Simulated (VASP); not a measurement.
Data:

```
CELL_PARAMETERS angstrom
      0.00000     2.70500     2.70500
      2.70500     0.00000     2.70500
      2.70500     2.70500     0.00000
ATOMIC_POSITIONS crystal
  Cu 0.00000 0.00000 0.00000
  Cl 0.25000 0.25000 0.25000
```

These are PBE GGA, VASP's PBE PAW potentials (set 64) (plane waves; VASP 6.6.1) values and carry that method's errors. Run with 400 eV cut-off, 6×6×6 Γ-centred mesh, Gaussian smearing of 0.050 eV, potentials Cu Cl.

Predict the energy per atom (σ→0), band gap (on the k-mesh) with the smallest direct gap where there is one.

| Quantity | Result |
|---|---|
| band gap (on the k-mesh) | 0.54 eV |
| smallest direct gap (on the k-mesh) | 0.54 eV |
| energy per atom (σ→0) | -3.170 eV/atom |

Total energies compare only between runs with the same potentials, cut-off and functional.

The compound is CuCl in the zinc blende structure. The cell was not relaxed at this level.
